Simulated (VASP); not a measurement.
# HfTaN3 (Cmcm) in VASP: phonons with PBE

Aim: the phonons of HfTaN3 with PBE.

Everything below comes from runs of VASP 6.6.1. Logs are shortened: lines on timing, memory, paths and dates and some standing lists are left out, and cuts for length are marked.

### 1 The structure

It takes space group Cmcm (No. 63, orthorhombic). Conventional cell: a = 3.039 Å, b = 9.856 Å, c = 7.439 Å, α = 90.00°, β = 90.00°, γ = 90.00°. Around Hf (site symmetry m2m) lie 6 N at 2.13 to 2.33 Å. Ta (site symmetry 2/m) has 6 N at 2.07 to 2.10 Å as nearest neighbours. N (site symmetry m2m) has 2 Ta at 2.07 Å and 2 Hf at 2.13 Å as nearest neighbours. N (site symmetry m) has 2 Ta at 2.10 Å and 2 Hf at 2.33 Å as nearest neighbours.

The cell was built by a generator and needn't be a form met in nature.

### 2 Phonons, PBE

Input file POSCAR:

```
HfTaN3
1.0
    1.5193500000     -4.9279400000      0.0000000000
    1.5193500000      4.9279400000      0.0000000000
    0.0000000000      0.0000000000      7.4390300000
Hf Ta N
2 2 6
Direct
    0.2567970000      0.7432030000      0.7500000000
    0.7432030000      0.2567970000      0.2500000000
    0.0000000000      0.0000000000      0.5000000000
    0.0000000000      0.0000000000      0.0000000000
    0.9075430000      0.0924570000      0.7500000000
    0.0924570000      0.9075430000      0.2500000000
    0.6373680000      0.3626320000      0.5722960000
    0.6373680000      0.3626320000      0.9277040000
    0.3626320000      0.6373680000      0.0722960000
    0.3626320000      0.6373680000      0.4277040000
```

Input file INCAR.step1:

```
PREC = Accurate
ENCUT = 520
EDIFF = 1E-8
ISMEAR = 0
SIGMA = 0.1
LREAL = F
LASPH = T
NELM = 80
ALGO = Normal
ISIF = 3
LWAVE = F
LCHARG = F
GGA = PE
KPAR = 4
IBRION = 2
NSW = 40
EDIFFG = -0.002
```

Input file INCAR.step2:

```
PREC = Accurate
ENCUT = 520
EDIFF = 1E-8
ISMEAR = 0
SIGMA = 0.1
LREAL = F
LASPH = T
NELM = 80
ALGO = Normal
ISIF = 2
LWAVE = F
LCHARG = F
GGA = PE
KPAR = 4
IBRION = 6
NFREE = 2
POTIM = 0.015
NSW = 1
```

Input file KPOINTS:

```
regular mesh
0
Gamma
  10 10 4
```

Potentials or basis: VASP PAW PBE potentials, release 64 (Hf_pv, Ta_pv, N).

Command:

```console
$ cat potpaw_PBE.64/Hf_pv/POTCAR potpaw_PBE.64/Ta_pv/POTCAR potpaw_PBE.64/N/POTCAR > POTCAR
$ cp INCAR.step1 INCAR
$ mpirun -np 4 vasp_std > vasp.out
$ cp CONTCAR POSCAR
$ cp INCAR.step2 INCAR
$ mpirun -np 4 vasp_std > vasp.out
```

OUTCAR:

```text
PREC = Accurate
   ENCUT = 520
   EDIFF = 1E-8
   ISMEAR = 0
   LREAL = F
   LASPH = T
   NELM = 80
   ISIF = 2
   GGA = PE
   IBRION = 6
   NFREE = 2
   POTIM = 0.015
   NSW = 1

 ion  position               nearest neighbor table
   1  0.257  0.743  0.750-   5 2.13   5 2.13   8 2.33   7 2.33   7 2.33   8 2.33  10 2.61   9 2.61
                             4 3.14   3 3.14   4 3.39   4 3.39   3 3.39   3 3.39
   2  0.743  0.257  0.250-   6 2.13   6 2.13   9 2.33   9 2.33  10 2.33  10 2.33   8 2.61   7 2.61
                             4 3.14   3 3.14   3 3.39   3 3.39   4 3.39   4 3.39
   3  0.000  0.000  0.500-   5 2.07   6 2.07   7 2.11  10 2.11   7 2.11  10 2.11   1 3.14   2 3.14
                             2 3.39   1 3.39   1 3.39   2 3.39
   4  0.000  0.000  0.000-   5 2.07   6 2.07   8 2.11   9 2.11   8 2.11   9 2.11   1 3.14   2 3.14
                             2 3.39   1 3.39   1 3.39   2 3.39
   5  0.908  0.092  0.750-   3 2.07   4 2.07   1 2.13   1 2.13
   6  0.092  0.908  0.250-   3 2.07   4 2.07   2 2.13   2 2.13
   7  0.637  0.363  0.572-   3 2.11   3 2.11   1 2.33   1 2.33   2 2.61
   8  0.637  0.363  0.928-   4 2.11   4 2.11   1 2.33   1 2.33   2 2.61
   9  0.363  0.637  0.072-   4 2.11   4 2.11   2 2.33   2 2.33   1 2.61
  10  0.363  0.637  0.428-   3 2.11   3 2.11   2 2.33   2 2.33   1 2.61

  LATTYP: Found a base centered orthorhombic cell.
 ALAT       =     3.0386252937
 B/A-ratio  =     3.2438428345
 C/A-ratio  =     2.4482399384

  Lattice vectors:

 A1 = (   1.5193126469,  -4.9284114429,   0.0000000000)
 A2 = (   1.5193126469,   4.9284114429,   0.0000000000)
 A3 = (   0.0000000000,   0.0000000000,   7.4392838019)

Analysis of symmetry for initial positions (statically):
=====================================================================
 Subroutine PRICEL returns:
 Original cell was already a primitive cell.

 Routine SETGRP: Setting up the symmetry group for a
 base centered orthorhombic supercell.

 Subroutine GETGRP returns: Found  8 space group operations
 (whereof  4 operations were pure point group operations)
 out of a pool of  8 trial point group operations.

The static configuration has the point symmetry C_2h.
 The point group associated with its full space group is D_2h.

Analysis of symmetry for dynamics (positions and initial velocities):
=====================================================================
 Subroutine PRICEL returns:
 Original cell was already a primitive cell.

 Routine SETGRP: Setting up the symmetry group for a
 base centered orthorhombic supercell.

 Subroutine GETGRP returns: Found  8 space group operations
 (whereof  4 operations were pure point group operations)
 out of a pool of  8 trial point group operations.

The dynamic configuration has the point symmetry C_2h.
 The point group associated with its full space group is D_2h.

 Subroutine INISYM returns: Found  8 space group operations
 (whereof  4 operations are pure point group operations),
 and found     1 'primitive' translations

----------------------------------------------------------------------------------------

                                     Primitive cell

  volume of cell :     111.4077

  direct lattice vectors                    reciprocal lattice vectors
     1.519312647 -4.928411443  0.000000000     0.329096188 -0.101452569  0.000000000
     1.519312647  4.928411443  0.000000000     0.329096188  0.101452569  0.000000000
     0.000000000  0.000000000  7.439283802     0.000000000  0.000000000  0.134421542

  length of vectors
     5.157281287  5.157281287  7.439283802     0.344379042  0.344379042  0.134421542

  position of ions in fractional coordinates (direct lattice)
     0.256794372  0.743205628  0.750000000
     0.743205628  0.256794372  0.250000000
     0.000000000  0.000000000  0.500000000
     0.000000000  0.000000000  0.000000000
     0.907532740  0.092467260  0.750000000
     0.092467260  0.907532740  0.250000000
     0.637372750  0.362627250  0.572297414
     0.637372750  0.362627250  0.927702586
     0.362627250  0.637372750  0.072297414
     0.362627250  0.637372750  0.427702586

  ion indices of the primitive-cell ions
   primitive index   ion index
                 1           1
                 2           2
                 3           3
                 4           4
                 5           5
                 6           6
                 7           7
                 8           8
                 9           9
                10          10

----------------------------------------------------------------------------------------
[... 70 lines left out ...]
   EDIFF  = 0.1E-07   stopping-criterion for ELM
   LREAL  =      F    real-space projection
   EDIFFG = 0.1E-06   stopping-criterion for IOM
   NSW    =    157    number of steps for IOM
   IBRION =      6    ionic relax: 0-MD 1-quasi-New 2-CG
   NFREE  =      2    steps in history (QN), initial steepest desc. (CG)
   ISIF   =      2    stress and relaxation
   ISYM   =      2    0-nonsym 1-usesym 2-fastsym
   POTIM  = 0.0150    time-step for ionic-motion
   TEBEG  =    0.0;   TEEND  =   0.0 temperature during run
   PSTRESS=    0.0 pullay stress
   NELECT =      72.0000    total number of electrons
   NUPDOWN=      -1.0000    fix difference up-down
   EMIN   =  10.00;   EMAX   =-10.00  energy-range for DOS
   EFERMI =   0.00;   METHOD = LEGACY
   ISMEAR =     0;   SIGMA  =   0.10  broadening in eV -4-tet -1-fermi 0-gaus
   EFERMI_NEDOS =   21; number of points for ismear=-14 and -15
   IALGO  =     38    algorithm
   IMIX   =      4    mixing-type and parameters
     AMIX     =   0.40;   BMIX     =  1.00
     AMIX_MAG =   1.60;   BMIX_MAG =  1.00
  volume/ion in A,a.u.               =      11.14        75.18
  Fermi-wavevector in a.u.,A,eV,Ry     =   1.415405  2.674727 27.257504  2.003370
  Thomas-Fermi vector in A             =   2.536846
   LORBIT       =      0    0 simple, 1 ext, 2 COOP (PROOUT), +10 PAW based schemes
   GGA     = PE    functional components
   LHFCALC =     F    Hartree Fock is set to
   AEXX    =    0.0000 exact exchange contribution
   IVDW    =     0    specifies the selected vdW correction
   LEPSILON=     F    determine dielectric tensor
   LRPA    =     F    only Hartree local field effects (RPA)
 finite differences with symmetry
 non-spin polarized calculation
 Gauss-broadening in eV      SIGMA  =   0.10
  energy-cutoff  :      520.00
  volume of cell :      111.41
 maximum number of plane-waves:      3036
 NGX is ok and might be reduce to    40
   NGX = 19   NGY = 19   NGZ = 27

--------------------------------------- Ionic step        1  -------------------------------------------

 number of electron      71.9999991 magnetization

 Free energy of the ion-electron system (eV)
  ---------------------------------------------------
  ext. energy  EPLUGINS =         0.00000000
  ---------------------------------------------------
  free energy    TOTEN  =      -106.61364025 eV

  energy without entropy =     -106.61058395  energy(sigma->0) =     -106.61211210

------------------------ aborting loop because EDIFF is reached ----------------------------------------

  FORCE on cell =-STRESS in cart. coord.  units (eV):
  Direction    XX          YY          ZZ          XY          YZ          ZX
  --------------------------------------------------------------------------------------
  -------------------------------------------------------------------------------------
  Total       -0.0109324     -0.0020857     -0.0116427      0.0000000      0.0000000      0.0000000
  in kB       -0.1572205     -0.0299955     -0.1674358      0.0000000      0.0000000      0.0000000
  external PRESSURE =      -0.1182173 kB  Pullay stress =       0.0000000 kB
[... 113 lines left out ...]
  FREE ENERGIE OF THE ION-ELECTRON SYSTEM (eV)
  ---------------------------------------------------
  free  energy   TOTEN  =      -106.6125992786 eV

  energy  without entropy=     -106.6095470404  energy(sigma->0) =     -106.61107316

[... ionic steps 4 to 22 ...]

--------------------------------------- Ionic step       23  -------------------------------------------

 number of electron      71.9999991 magnetization

------------------------ aborting loop because EDIFF is reached ----------------------------------------
[... 83 lines left out ...]
--------------------------------------- Ionic step       25  -------------------------------------------

 number of electron      71.9999991 magnetization

 Free energy of the ion-electron system (eV)
  ---------------------------------------------------
  ext. energy  EPLUGINS =         0.00000000
  ---------------------------------------------------
  free energy    TOTEN  =      -106.61237924 eV

  energy without entropy =     -106.60939808  energy(sigma->0) =     -106.61088866

 E-fermi :   5.9584     XC(G=0): -12.4158

 val. band max:        5.9488301042   @ k =   0.1000  -0.0000   0.0000
 cond. band min:       5.9879120485   @ k =   0.5000   0.4000   0.0000
 fundamental gap:      0.0390819443
 Fermi energy:         5.9584449589

 k-point     1 :       0.0000    0.0000    0.0000
  band No.  band energies     occupation
      1     -29.0126      2.00000
      2     -28.9927      2.00000
      3     -28.9723      2.00000
      4     -28.8753      2.00000
      5     -28.6662      2.00000
      6     -28.6545      2.00000
[... 1093 lines left out ...]
     42       9.5919      0.00000
     43      10.0951      0.00000

 [... further k-points ...]

------------------------ aborting loop because EDIFF is reached ----------------------------------------

  FORCE on cell =-STRESS in cart. coord.  units (eV):
  Direction    XX          YY          ZZ          XY          YZ          ZX
  --------------------------------------------------------------------------------------
  -------------------------------------------------------------------------------------
  Total        0.0899745      0.0436228     -0.0735624      0.0000000     -0.0890643      0.0000000
  in kB        1.2939425      0.6273485     -1.0579162      0.0000000     -1.2808524      0.0000000
  external PRESSURE =       0.2877916 kB  Pullay stress =       0.0000000 kB
[... 25 lines left out ...]
  FREE ENERGIE OF THE ION-ELECTRON SYSTEM (eV)
  ---------------------------------------------------
  free  energy   TOTEN  =      -106.6123792367 eV

  energy  without entropy=     -106.6093980777  energy(sigma->0) =     -106.61088866

 INTERNAL STRAIN TENSORS FROM DISPLACED ATOMS
 ============================================

 INTERNAL STRAIN TENSOR FOR ION    1 for displacements in x,y,z  (eV/Angst):
          X           Y           Z          XY          YZ          ZX
  --------------------------------------------------------------------------------
  x     0.00000     0.00000     0.00000   -10.45329     0.00000     0.00000
  y   -12.32455    -5.27554     5.54172     0.00000     0.00000     0.00000
  z     0.00000    -0.00000     0.00000     0.00000    13.71635     0.00000
[... 8 lines left out ...]
 INTERNAL STRAIN TENSOR FOR ION   10 for displacements in x,y,z  (eV/Angst):
          X           Y           Z          XY          YZ          ZX
  --------------------------------------------------------------------------------
  x     0.00000     0.00000     0.00000    -8.93033     0.00000     8.05364
  y    -8.25377    -8.14506    -5.87862     0.00000     1.61982     0.00000
  z     6.54637     2.89824    -4.17384     0.00000    -5.91976     0.00000

 Eigenvectors and eigenvalues of the dynamical matrix
   1 f  =   23.786326 THz   149.453895 2PiTHz  793.426436 cm-1    98.372296 meV
   2 f  =   21.949723 THz   137.914175 2PiTHz  732.163936 cm-1    90.776718 meV
   3 f  =   19.383143 THz   121.787882 2PiTHz  646.552068 cm-1    80.162204 meV
   4 f  =   19.020134 THz   119.507028 2PiTHz  634.443389 cm-1    78.660920 meV
   5 f  =   18.166409 THz   114.142914 2PiTHz  605.966177 cm-1    75.130197 meV
   6 f  =   16.864605 THz   105.963438 2PiTHz  562.542669 cm-1    69.746370 meV
[... 18 lines left out ...]
  25 f  =    3.052901 THz    19.181941 2PiTHz  101.833807 cm-1    12.625777 meV
  26 f  =    0.007989 THz     0.050198 2PiTHz    0.266493 cm-1     0.033041 meV
  27 f/i=    0.000845 THz     0.005308 2PiTHz    0.028179 cm-1     0.003494 meV
  28 f/i=    0.001337 THz     0.008404 2PiTHz    0.044613 cm-1     0.005531 meV
  29 f/i=    1.944160 THz    12.215519 2PiTHz   64.850205 cm-1     8.040397 meV
  30 f/i=    1.987576 THz    12.488307 2PiTHz   66.298393 cm-1     8.219949 meV

 ELASTIC MODULI CONTR FROM IONIC RELAXATION (kBar)
 Direction    XX          YY          ZZ          XY          YZ          ZX
 --------------------------------------------------------------------------------
 XX        -595.7025   -416.5541    146.4598     -0.0000      0.0000      0.0000
 YY        -416.5541   -463.3874    -15.2575     -0.0000      0.0000      0.0000
 ZZ         146.4598    -15.2575   -322.6064     -0.0000      0.0000      0.0000
 XY          -0.0000     -0.0000     -0.0000   -599.7061     -0.0000      0.0000
 YZ           0.0000      0.0000     -0.0000     -0.0000  -1335.1296     -0.0000
 ZX           0.0000      0.0000      0.0000      0.0000     -0.0000   -248.3022
 --------------------------------------------------------------------------------
```

It took 55 min on 4 MPI ranks of Intel Xeon Platinum 8488C (Sapphire Rapids), shared host; peak memory 1.3 GiB.

Results:

```yaml
Highest_phonon_frequency_at_Γ_LO-TO_splitting_left_out: 793 cm⁻¹
Most_unstable_mode: 66i cm⁻¹
```

Phonon frequencies in cm⁻¹ (negative: imaginary):
| q point | frequencies |
| --- | --- |
| (0.000, 0.000, 0.000) | -66 -65 0 0 0 102 111 126 153 178 198 241 268 278 306 323 383 423 444 478 492 511 540 549 563 606 634 647 732 793 |

Caveat: some modes are imaginary. The run has no spin-orbit coupling, so splittings on Hf, Ta are missing.
